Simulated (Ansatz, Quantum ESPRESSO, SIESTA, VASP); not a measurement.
## Code comparison for Ta₂Si (P1, 6 atoms in the cell)

Self-consistent single point, at a second geometry (atoms moved at random). First geometry:

```
CELL_PARAMETERS angstrom
     -3.08777     3.08777     2.52364
      3.08777    -3.08777     2.52364
      3.08777     3.08777    -2.52364
ATOMIC_POSITIONS crystal
  Ta 0.66359 0.83641 0.50000
  Ta 0.33641 0.16359 0.50000
  Ta 0.83641 0.33641 0.17282
  Ta 0.16359 0.66359 0.82718
  Si 0.25000 0.25000 0.00000
  Si 0.75000 0.75000 0.00000
```

Second geometry:
```yaml
crystal:
  lattice:
    - [-3.08777, 3.08777, 2.52364]
    - [3.08777, -3.08777, 2.52364]
    - [3.08777, 3.08777, -2.52364]
  atoms:
    - { symbol: Ta, position: [0.66730, 0.84315, 0.49270] }
    - { symbol: Ta, position: [0.34031, 0.18028, 0.51763] }
    - { symbol: Ta, position: [0.82446, 0.31415, 0.16956] }
    - { symbol: Ta, position: [0.16324, 0.66178, 0.83065] }
    - { symbol: Si, position: [0.25430, 0.26022, 0.00238] }
    - { symbol: Si, position: [0.75040, 0.74042, 0.98709] }
```

Shared settings, as Ansatz (an electronic-structure program) writes them: kpoints.mp_grid.grid = 7 7 7; scf.occupations.method = gaussian; scf.occupations.width = 0.1 eV. Potentials and cutoffs stand in the table.

| code | model | ΔF from the first geometry (meV/atom) | pressure (GPa) | largest force (eV/Å) | cutoff |
|---|---|---|---|---|---|
| Ansatz | LDA (PW92), PAW files made with PBE | 33.5 | -6.37 | 1.961 | 420 eV |
| SIESTA | LDA PW92, numerical atomic orbitals DZP, PseudoDojo LDA standard norm-conserving potentials (rewritten from UPF to PSML) | 34.3 | -7.87 | 1.999 | grid 400 Ry |
| Quantum ESPRESSO | LDA (PW92), PseudoDojo standard norm-conserving (LDA) pseudopotentials | 32.9 | -7.49 | 1.928 | 60 Ry |
| VASP | LDA (PZ), VASP's LDA PAW potentials (set 64) | 33.8 | -6.16 | 1.982 | 300 eV |

Size of the force on each atom (eV/Å): Sizes of forces hide their directions.

| code | Ta1 | Ta2 | Ta3 | Ta4 | Si5 | Si6 |
|---|---|---|---|---|---|---|
| Ansatz | 0.558 | 1.961 | 1.039 | 0.707 | 0.837 | 1.173 |
| SIESTA | 0.650 | 1.999 | 1.101 | 0.791 | 0.810 | 1.090 |
| Quantum ESPRESSO | 0.545 | 1.928 | 1.019 | 0.696 | 0.823 | 1.159 |
| VASP | 0.565 | 1.982 | 1.049 | 0.715 | 0.846 | 1.182 |

On Ansatz's run: spin-orbit coupling is off. Spin polarisation is off.

The spread over the programs that give each value: ΔF from the first geometry within 1.4 meV/atom; pressure within 1.71 GPa; largest force within 0.071 eV/Å.

SIESTA uses small atom-centred bases, whose incompleteness enters pressures, forces and empty levels differently from a plane-wave cutoff. Ansatz's pressure is given at a fixed set of plane waves, as the other plane-wave codes print theirs. The same LDA comes in different parametrisations, which differ slightly. In the pressure, SIESTA (by 1.50) and Quantum ESPRESSO (by 1.11) lie more than 1 GPa from the median of the plane-wave programs. In the force vectors, SIESTA (by 0.169) lies more than 0.08 eV/Å from the median of the plane-wave programs.

VASP's run is marked for a possible Pulay error in its stress at this cutoff; no cutoff test was made.

The starting cell comes from a database of computed structures (which also holds hypothetical and non-ambient phases and stackings), without a prior relaxation at this level. For this run, on top of that: atoms moved at random.

Keys are those of Ansatz 0.2.
